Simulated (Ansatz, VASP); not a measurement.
# AlSi6As in two plane-wave programs

One calculation is typed for both programs; each brings its own data sets. How far apart do they land? The cell is generated by rule, not measured, and may not be a known phase. The cell is taken from a series of runs on this material, whose earlier steps may have relaxed, scaled, displaced or heated it; both programs get it as it stands.

Calculated with Ansatz 0.2.0; plane waves, with VASP 6.6.1 beside it; relaxation of cell and atoms at LDA.

The structure was built from a prototype and need not be the compound's stable phase.

### Step 1. Set-up

It takes space group Pmm2 (No. 25, orthorhombic). Conventional cell: a = 3.869 Å, b = 3.872 Å, c = 10.942 Å, α = 90.00°, β = 90.00°, γ = 90.00°. Al has 2 Si at 2.39 Å and 2 As at 2.45 Å nearest. Nearest to As lie 2 Si at 2.40 Å and 2 Al at 2.45 Å. Si has 2 Si at 2.33 Å and 2 As at 2.40 Å nearest. Nearest to Si lie 4 Si at 2.33 to 2.35 Å. Nearest to Si lie 4 Si at 2.35 Å. Si has 4 Si at 2.35 Å nearest. Farther neighbours are not listed.

### Step 2. Ansatz: relaxation of cell and atoms, LDA, pair 1

Ansatz runs on its default PAW (the set named soft_2) files.

The relaxed volume is the usual yardstick between codes: in a stiff, nearly cubic crystal its relative difference is about their pressure difference at one cell divided by the bulk modulus.

input.yaml

```yaml
crystal:
  lattice:
    - [2.7382597916, 2.7382597916, 0.0]
    - [-2.7356002662, 2.7356002662, 0.0]
    - [0.0, 0.0, 10.9422096456]
  atoms:
    - { symbol: Al, position: [0.0, 0.0, -0.006016964] }
    - { symbol: As, position: [0.5, 0.0, 0.1312579337] }
    - { symbol: Si, position: [0.5, 0.5, 0.2604391929] }
    - { symbol: Si, position: [0.0, 0.5, 0.3796418867] }
    - { symbol: Si, position: [0.0, 0.0, 0.5013021755] }
    - { symbol: Si, position: [0.5, 0.0, 0.6226741027] }
    - { symbol: Si, position: [0.5, 0.5, 0.7452635832] }
    - { symbol: Si, position: [0.0, 0.5, 0.8654380893] }
kpoints:
  mp_grid: { grid: [8, 8, 4] }
hamiltonian:
  xc: lda
scf:
  occupations: { method: gaussian, width: 0.1 }
output:
  forces: true
  stress: true
  eigenvalues: true
relax:
  adjacent_minimum: "off"
  f_tol: 0.005
  max_steps: 80
  cell: { stress_tol: 0.05 }
```

Started as:

```
ansatz run input.yaml --threads 8 --pin off --max-ram 14336MiB --backend cpu --events-out ev --progress --plain --runs-dir out
```

Numbers of over 12 decimals in the logs are rounded to 6 here.

Output:

```text
Engine: ansatz 0.2.0, x86_64-unknown-linux-gnu
Pseudopotentials: kind: paw
Pseudopotential: Al, paw, valence charge 3, recommended cutoff 420 eV (normal), Al.paw.azcp
Pseudopotential: As, paw, valence charge 15, recommended cutoff 420 eV (normal), As.paw.azcp
Pseudopotential: Si, paw, valence charge 4, recommended cutoff 420 eV (normal), Si.paw.azcp
Functional definition: SPW92
  exchange = slater_x
  correlation = pw_c
Crystal: 8 atoms, lattice volume = 163.931 Å³
Basis set: ecut = 420 eV, 3245 PW (Γ)
Bands: 29, of which v1, the nominal top of the filled ones, is band 21 counted from 1 (20 counted from 0)
Symmetry: 4 space group operations
Space group: Pmm2 (ITA 25), of the structure as read, at distance tolerance 5.5e-5 Å
k-points: 75 of 256 (time reversal used)
Non-local potential: Al, projectors of the file, l = 0: 2, l = 1: 2, l = 2: 1
Non-local potential: As, projectors of the file, l = 0: 2, l = 1: 2, l = 2: 3, l = 3: 1
Non-local potential: Si, projectors of the file, l = 0: 2, l = 1: 2, l = 2: 2
PAW form: soft (Blöchl's): semilocal exchange-correlation on the pseudo side does not see the compensation charge
PAW frozen core: Al, regenerated for the run's functional, and the local potential with it (the file was generated under x = pbe(κ = 0.804, μ = 0.219515), c = pbe(β = 0.066725))
PAW frozen core: As, regenerated for the run's functional, and the local potential with it (the file was generated under x = pbe(κ = 0.804, μ = 0.219515), c = pbe(β = 0.066725))
PAW frozen core: Si, regenerated for the run's functional, and the local potential with it (the file was generated under x = pbe(κ = 0.804, μ = 0.219515), c = pbe(β = 0.066725))
PAW one-centre angular grid: Al, 110 points (default); XC on 64 Gauss nodes
PAW one-centre angular grid: As, 590 points (default); XC on 64 Gauss nodes
PAW one-centre angular grid: Si, 110 points (default); XC on 64 Gauss nodes
Initial density: superposition of atomic densities (neutral atoms: chi_scale 0, normalization atom), corrected by the library's trained network
Initial wavefunctions: pseudopotential atomic-orbital guess
Functional: x = slater, c = lda
SCF iter   1: F=—  HF=-8938.509303 eV  |F-HF|=—  |Δ(HF+E_count)|=         —  Δρ=4.37e-3  dr2=6.26e-2  ethr=1.77e-3  ⟨swp⟩=6.9  Hψ=11226  notcnv=0
preconditioner: auto → Kerker (q_TF=auto, 2.174 Å⁻¹)  [metal: Δε(μ)=0.064 eV  Ē_g=7.916 eV  σ=0.100 eV  W_gap=0.35  n_scr=26 (ndim 8)  ℏωp=16.4 eV  f_vac=0.000  D(μ)=0.61/eV (n_scr^D=2)]
SCF iter   2: F=—  HF=-8938.502571 eV  |F-HF|=—  |Δ(HF+E_count)|=   6.73e-3  Δρ=2.59e-3  dr2=2.43e-2  ethr=1.49e-4  ⟨swp⟩=1.0  Hψ=2775  notcnv=0
SCF iter   3: F=—  HF=-8938.498906 eV  |F-HF|=—  |Δ(HF+E_count)|=   3.67e-3  Δρ=3.70e-4  dr2=1.66e-3  ethr=5.78e-5  ⟨swp⟩=1.9  Hψ=2166  notcnv=0
SCF iter   4: F=—  HF=-8938.498711 eV  |F-HF|=—  |Δ(HF+E_count)|=   1.95e-4  Δρ=1.63e-4  dr2=3.37e-4  ethr=3.96e-6  ⟨swp⟩=1.4  Hψ=2089  notcnv=0
SCF iter   5: F=—  HF=-8938.498673 eV  |F-HF|=—  |Δ(HF+E_count)|=   3.75e-5  Δρ=7.65e-5  dr2=2.43e-5  ethr=8.03e-7  ⟨swp⟩=2.1  Hψ=3346  notcnv=0
SCF iter   6: F=—  HF=-8938.498658 eV  |F-HF|=—  |Δ(HF+E_count)|=   1.51e-5  Δρ=2.59e-5  dr2=7.36e-6  ethr=5.79e-8  ⟨swp⟩=2.0  Hψ=3493  notcnv=0
SCF iter   7: F=—  HF=-8938.498656 eV  |F-HF|=—  |Δ(HF+E_count)|=   2.25e-6  Δρ=1.07e-5  dr2=3.65e-7  ethr=1.75e-8  ⟨swp⟩=2.1  Hψ=3481  notcnv=0
SCF iter   8: F=-8938.498656 eV  HF=-8938.498656 eV  |F-HF|=1.34e-8  |Δ(HF+E_count)|=   9.23e-9  Δρ=2.43e-6  dr2=2.60e-8  ethr=2.38e-10  ⟨swp⟩=9.6  Hψ=9810  notcnv=0
SCF 1 converged in 8 iterations: F = -8938.498656 eV  dr2 = 2.60e-8
  greatest PAW one-centre occupation: 0.999 electrons in one spin orbital (limit 2), on the As atom at site 1 (counted from 0), in its partial waves of l = 2
relax step   1: F+E_penalty+E_count = -8938.49865567 eV  Δ(F+E_penalty+E_count) = +0.000e0 eV  max|allowed force component| = 6.858e-2 eV/Å  Δτ_max = 0.0000 Å  P = -0.043 GPa  Ω = 163.931 Å³  (8 SCF iters, dr2 threshold 1.00e-7 eV, accepted)
[...]
relax step   2: F+E_penalty+E_count = -8938.49961305 eV  Δ(F+E_penalty+E_count) = -9.574e-4 eV  max|allowed force component| = 1.984e-2 eV/Å  Δτ_max = 0.0083 Å  P = +0.006 GPa  Ω = 163.858 Å³  energy of the carried Pulay correction = +1.922e-5 eV  (5 SCF iters, dr2 threshold 2.94e-7 eV, accepted)
[...]
relax step   3: F+E_penalty+E_count = -8938.49968420 eV  Δ(F+E_penalty+E_count) = -7.114e-5 eV  max|allowed force component| = 4.462e-3 eV/Å  Δτ_max = 0.0010 Å  P = +0.005 GPa  Ω = 163.862 Å³  energy of the carried Pulay correction = +1.810e-5 eV  (6 SCF iters, dr2 threshold 2.46e-8 eV, accepted)
[...]
relax step   4: F+E_penalty+E_count = -8938.49967208 eV  Δ(F+E_penalty+E_count) = +1.212e-5 eV  max|allowed force component| = 4.476e-3 eV/Å  Δτ_max = 0.0000 Å  P = +0.005 GPa  Ω = 163.862 Å³  stress off target by 1.04e-2 GPa  SCF on the basis re-selected at this cell (its energy is not comparable with the rows above)  (5 SCF iters)
basis re-selected at this cell: Δ(F+E_penalty+E_count) = +1.212e-5 eV, ΔP = -0.000 GPa vs the last step (what re-selecting the basis moved, of the pressure what is left beyond the Pulay correction that the steps carried, after the strain that the cell walked since its last selection, with what the two solves' SCF thresholds leave and, on support functions, any second-order correction that the steps lacked; it is no m [...]
SCF converged after 5 iterations
Free energy (F): -8938.499672 eV
Harris-Foulkes:  -8938.499672 eV  (|F-HF|=3.82e-11)
Internal energy: -8938.495218 eV  (E = F + TS)
E sigma→0 (E₀):  -8938.497445 eV
Entropy (-TS):   -0.004454 eV (-0.557 meV/atom)
Fermi energy:    6.770918 eV
--- Per-component energies (eV) ---
  E_band       = -256.013083
  E_kinetic    = 370.846043
  E_local      = -3043.093235  (includes V_loc(G=0)·N_el)
  E_nonlocal   = -491.012367
  E_hartree    = 1547.369429
  E_xc         = -447.483887
  E_vxc        = -392.085089  (∫ρ·V_xc dr)
  E_paw        = -5114.583294  (= ΣΔE_a)
  E_vpaw       = 204.592830  (= ΣTr[D̂ρ^β])
  E_aug_tail   = 0.000039  (compensation charges beyond the density's cutoff)
  E_ewald      = -1763.174876
  E_core_change = 2.636931  (= ΣΔE_core)
  E_smearing   = -0.004454  (= −TS)
  E_closure    = -0.000000  (closes the sum)
  Σ components = -8938.499672   (vs F -8938.499672, Δ=0.00e0)
--- Forces (eV/Å), atoms counted from 1 ---
  atom   1  Al     0.00000000     0.00000000    -0.00423771
  atom   2  As    -0.00000000    -0.00000000     0.00193328
  atom   3  Si     0.00000000     0.00000000    -0.00001403
  atom   4  Si     0.00000000    -0.00000000    -0.00009010
  atom   5  Si     0.00000000     0.00000000     0.00140296
  atom   6  Si     0.00000000    -0.00000000    -0.00191541
  atom   7  Si     0.00000000     0.00000000    -0.00154022
  atom   8  Si     0.00000000    -0.00000000     0.00447857
  max |Σ_I F_I| component: 1.73e-5 eV/Å
--- Stress (GPa, compression-positive) ---
        0.004521       0.005856      -0.000000
        0.005856       0.004521       0.000000
       -0.000000       0.000000       0.007055
  P = ⅓ Tr σ = 0.0054 GPa (0.054 kbar)
--- Band table (eV; the first three rows and the last of 75) ---
  k-point 0: bands = [... 17 lower, 4.8259, 6.1949, 6.2196, 6.5729, 6.8645, 6.8994, 7.3178, 7.6713, ... 4 higher]
  k-point 1: bands = [... 17 lower, 4.9882, 5.7355, 5.9935, 6.6237, 6.6628, 6.8967, 7.4259, 7.8057, ... 4 higher]
  k-point 2: bands = [... 17 lower, 5.1075, 5.3257, 5.6756, 6.4674, 6.6514, 6.8542, 7.6009, 7.9265, ... 4 higher]
  k-point 74: bands = [... 17 lower, 2.9612, 3.1341, 3.4982, 3.7707, 7.7519, 7.9192, 8.0656, 8.2621, ... 4 higher]
--- Relaxed structure (3 steps of the walk, 3 accepted, 1 SCFs on fresh bases) ---
  F+E_penalty+E_count = -8938.49967208 eV   max|allowed force component| = 4.476e-3 eV/Å   (the final SCF, on the basis selected at the relaxed cell)
  cell:  # Å, volume = 163.8619 Å³
    - [2.731555, 2.731555, 0]
    - [-2.737289, 2.737289, 0]
    - [0, 0, 10.957651]
  atoms:
    - { symbol: Al, position: [0, 0, -0.00662632] }
    - { symbol: As, position: [0.5, 0, 0.131125] }
    - { symbol: Si, position: [0.500000, 0.5, 0.259700] }
    - { symbol: Si, position: [0, 0.500000, 0.379698] }
    - { symbol: Si, position: [0, 0, 0.501414] }
    - { symbol: Si, position: [0.5, 0, 0.623266] }
    - { symbol: Si, position: [0.500000, 0.5, 0.745460] }
    - { symbol: Si, position: [0, 0.500000, 0.865963] }
```

In the SCF lines HF is the Harris–Foulkes energy and dr2 the Hartree energy of the density residual, in eV; the loop may stop once dr2 is under the threshold and the program's other checks hold. Hψ counts applications of the Hamiltonian.

[end of part 1 of 2]

[Lines on the potential files, build, host, timing and source positions are cut from VASP's logs without a mark.]

[Logs are printed without paths, hosts, clocks, repeated set-up lines and the standing remarks that a program may print on its own settings, such as how far it seeks lower states.]

[Hosts, paths, dates, database ids (printed as entryN), source tags and the programs' standing remarks are cut or masked in the printed files.]
